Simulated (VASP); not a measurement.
Output of a VASP run:

OUTCAR:
```
 ion  position               nearest neighbor table
   1  0.333  0.667  0.250-   2 2.67   2 2.67   2 2.67   2 2.67   2 2.67   2 2.67
   2  0.667  0.333  0.750-   1 2.67   1 2.67   1 2.67   1 2.67   1 2.67   1 2.67
  LATTYP: Found a hexagonal cell.
 ALAT       =     2.6993851271
 C/A-ratio  =     1.6018995937
 Subroutine PRICEL returns:
 Original cell was already a primitive cell.
 Subroutine GETGRP returns: Found 24 space group operations
The static configuration has the point symmetry D_3d.
 The point group associated with its full space group is D_6h.
The dynamic configuration has the point symmetry D_3d.
 Subroutine INISYM returns: Found 24 space group operations
 Subroutine IBZKPT returns following result:
 Found    135 irreducible k-points:

 Following reciprocal coordinates:
            Coordinates               Weight
  0.000000  0.000000  0.000000      1.000000
  0.066667  0.000000  0.000000      6.000000
  0.133333  0.000000  0.000000      6.000000
  0.200000  0.000000  0.000000      6.000000
  0.266667  0.000000  0.000000      6.000000
  0.333333 -0.000000  0.000000      6.000000
  0.400000  0.000000  0.000000      6.000000
  0.466667  0.000000  0.000000      6.000000
  0.066667  0.066667  0.000000      6.000000
  0.133333  0.066667  0.000000     12.000000
  0.200000  0.066667  0.000000     12.000000
  0.266667  0.066667  0.000000     12.000000
  0.333333  0.066667  0.000000     12.000000
  0.400000  0.066667  0.000000     12.000000
  0.466667  0.066667  0.000000      6.000000
  0.133333  0.133333  0.000000      6.000000
  0.200000  0.133333  0.000000     12.000000
  0.266667  0.133333  0.000000     12.000000
  0.333333  0.133333  0.000000     12.000000
  0.400000  0.133333  0.000000     12.000000
  0.200000  0.200000  0.000000      6.000000
  0.266667  0.200000  0.000000     12.000000
  0.333333  0.200000  0.000000     12.000000
  0.400000  0.200000  0.000000      6.000000
  0.266667  0.266667  0.000000      6.000000
  0.333333  0.266667  0.000000     12.000000
  0.333333  0.333333  0.000000      2.000000
  0.000000  0.000000  0.125000      2.000000
  0.066667  0.000000  0.125000     12.000000
  0.133333  0.000000  0.125000     12.000000
  0.200000  0.000000  0.125000     12.000000
  0.266667  0.000000  0.125000     12.000000
  0.333333 -0.000000  0.125000     12.000000
  0.400000  0.000000  0.125000     12.000000
  0.466667  0.000000  0.125000     12.000000
  0.066667  0.066667  0.125000     12.000000
  0.133333  0.066667  0.125000     24.000000
  0.200000  0.066667  0.125000     24.000000
  0.266667  0.066667  0.125000     24.000000
  0.333333  0.066667  0.125000     24.000000
   k-points           NKPTS =    135   k-points in BZ     NKDIM =    135   number of bands    NBANDS=     17
   number of dos      NEDOS =    301   number of ions     NIONS =      2
   total plane-waves  NPLWV =  12800
   dimension x,y,z NGX =    20 NGY =   20 NGZ =   32
   dimension x,y,z NGXF=    40 NGYF=   40 NGZF=   64
   ions per type =               2
   PREC   = accura    normal or accurate (medium, high low for compatibility)
   ISTART =      0    job   : 0-new  1-cont  2-samecut
   ICHARG =      2    charge: 1-file 2-atom 10-const
   ISPIN  =      1    spin polarized calculation?
   LNONCOLLINEAR =      F non collinear calculations
   LSORBIT =      F    spin-orbit coupling
   INIWAV =      1    electr: 0-lowe 1-rand  2-diag
   ENCUT  =  520.0 eV  38.22 Ry    6.18 a.u.   5.02  5.02  8.04*2*pi/ulx,y,z
   NELM   =    100;   NELMIN=  2; NELMDL= -5     # of ELM steps
   EDIFF  = 0.1E-06   stopping-criterion for ELM
   LREAL  =      F    real-space projection
   NLSPLINE    = F    spline interpolate recip. space projectors
   LMAXMIX     =    4 max onsite mixed and CHGCAR
   VOSKOWN=      0    Vosko Wilk Nusair interpolation
   EDIFFG = -.1E-01   stopping-criterion for IOM
   NSW    =     30    number of steps for IOM
...
```

### OSZICAR
```
       N       E                     dE             d eps       ncg     rms          rms(c)
DAV:   1     0.312996516310E+03    0.31300E+03   -0.16889E+04  4630   0.163E+03
DAV:   2    -0.137233718572E+02   -0.32672E+03   -0.32342E+03  5008   0.461E+02
DAV:   3    -0.219288009520E+02   -0.82054E+01   -0.80011E+01  5534   0.833E+01
DAV:   4    -0.219996653459E+02   -0.70864E-01   -0.70542E-01  4994   0.790E+00
DAV:   5    -0.220003183122E+02   -0.65297E-03   -0.65278E-03  5023   0.701E-01    0.257E+01
DAV:   6    -0.207835143885E+02    0.12168E+01   -0.27863E+00  4888   0.169E+01    0.863E+00
DAV:   7    -0.206246473067E+02    0.15887E+00   -0.58794E-01  5150   0.711E+00    0.103E+00
DAV:   8    -0.206149023421E+02    0.97450E-02   -0.12503E-02  4709   0.121E+00    0.498E-02
DAV:   9    -0.206149542997E+02   -0.51958E-04   -0.16167E-04  5240   0.120E-01    0.181E-02
DAV:  10    -0.206149471566E+02    0.71431E-05   -0.94044E-06  4850   0.295E-02    0.792E-03
DAV:  11    -0.206149470075E+02    0.14909E-06   -0.54031E-07  4739   0.770E-03    0.220E-03
DAV:  12    -0.206149459221E+02    0.10853E-05   -0.77422E-08  2381   0.230E-03    0.214E-04
DAV:  13    -0.206149459260E+02   -0.38481E-08   -0.75872E-09  2314   0.739E-04
   1 F= -.21760506E+02 E0= -.21760535E+02  d E =-.217605E+02
       N       E                     dE             d eps       ncg     rms          rms(c)
DAV:   1    -0.206170566358E+02   -0.21107E-02   -0.98906E-02  4598   0.273E+00    0.262E-01
DAV:   2    -0.206153812177E+02    0.16754E-02   -0.27710E-03  4942   0.469E-01    0.116E-01
DAV:   3    -0.206149939651E+02    0.38725E-03   -0.13449E-03  5488   0.264E-01    0.167E-02
DAV:   4    -0.206149963611E+02   -0.23960E-05   -0.26024E-05  4661   0.540E-02    0.469E-03
DAV:   5    -0.206149962191E+02    0.14205E-06   -0.13798E-06  4886   0.813E-03    0.163E-03
DAV:   6    -0.206149963149E+02   -0.95855E-07   -0.83588E-08  2464   0.242E-03
   2 F= -.21760535E+02 E0= -.21760558E+02  d E =-.289274E-04
       N       E                     dE             d eps       ncg     rms          rms(c)
DAV:   1    -0.206154575037E+02   -0.46128E-03   -0.19947E-02  4598   0.123E+00    0.117E-01
DAV:   2    -0.206151215827E+02    0.33592E-03   -0.55976E-04  4918   0.210E-01    0.521E-02
DAV:   3    -0.206150423760E+02    0.79207E-04   -0.27518E-04  5447   0.119E-01    0.752E-03
DAV:   4    -0.206150427968E+02   -0.42077E-06   -0.54541E-06  4660   0.247E-02    0.219E-03
DAV:   5    -0.206150426867E+02    0.11006E-06   -0.30473E-07  3772   0.391E-03    0.713E-04
DAV:   6    -0.206150426674E+02    0.19282E-07   -0.29103E-08  2298   0.145E-03
   3 F= -.21760591E+02 E0= -.21760619E+02  d E =-.842648E-04
```

File OUTCAR:
```
------------------------ aborting loop because EDIFF is reached ----------------------------------------
 Edisp (eV)   -1.14555
  FORCE on cell =-STRESS in cart. coord.  units (eV):
  Direction    XX          YY          ZZ          XY          YZ          ZX
  --------------------------------------------------------------------------------------
  Total       1.74962     1.74962     1.74834     0.00000     0.00000    -0.00000
  in kB     102.72925   102.72928   102.65409     0.00000     0.00000    -0.00000
  external pressure =      102.70 kB  Pullay stress =        0.00 kB
  volume of cell :       27.29
      direct lattice vectors                 reciprocal lattice vectors
     1.350518767 -2.339167523 -0.000000000     0.370228102 -0.213751258  0.000000000
     1.350518767  2.339167523  0.000000000     0.370228102  0.213751258  0.000000000
    -0.000000000 -0.000000000  4.318853719     0.000000000 -0.000000000  0.231542920
 POSITION                                       TOTAL-FORCE (eV/Angst)
 -----------------------------------------------------------------------------------
      1.35052      0.77972      1.07971         0.000000     -0.000000      0.000000
      1.35052     -0.77972      3.23914        -0.000000      0.000000     -0.000000
 -----------------------------------------------------------------------------------
    total drift:                               -0.000000      0.000597     -0.000043
  FREE ENERGIE OF THE ION-ELECTRON SYSTEM (eV)
  ---------------------------------------------------
  free  energy   TOTEN  =       -21.7605905177 eV

  energy  without entropy=      -21.7606771722  energy(sigma->0) =      -21.76061940

 reached required accuracy - stopping structural energy minimisation
```
(Selected blocks of OUTCAR.)

**POSCAR**
```
Tc
1
    1.3496923973    -2.3377361907     0.0000000000
    1.3496923973     2.3377361907     0.0000000000
    0.0000000000     0.0000000000     4.3241439383
Tc
2
Direct
  0.3333330000   0.6666670000   0.2500000000
  0.6666670000   0.3333330000   0.7500000000
```

Problem. Write an INCAR and KPOINTS that could have produced this output.

Solution. This is not unique; one that fits is the input of the run itself, PBE GGA with D3 dispersion (zero damping), plane waves, VASP's PBE PAW potentials (set 64).

File KPOINTS:
```
K-points
0
Gamma
  15 15 8
```

INCAR:
```
! general
SYSTEM  = Tc
PREC    = Accurate
ENCUT   = 520
LREAL   = .FALSE.
LASPH   = .TRUE.

! electronic loop
EDIFF   = 1E-7
NELM    = 100
ALGO    = Normal
LMAXMIX = 4

! smearing
ISMEAR  = 1
SIGMA   = 0.1

! functional
GGA     = PE
IVDW    = 11

! ions
IBRION  = 2
NSW     = 30
ISIF    = 4
EDIFFG  = -0.01

! output
LWAVE   = .FALSE.
LCHARG  = .FALSE.
```

POTCAR, in this order: Tc_pv (PBE.64 set). Program: vasp_std.

The compound is Tc in the hcp structure. This cell is one point of a volume scan, at 0.97 of the reference volume. Symmetry was kept, so distortions that lower it aren't found.
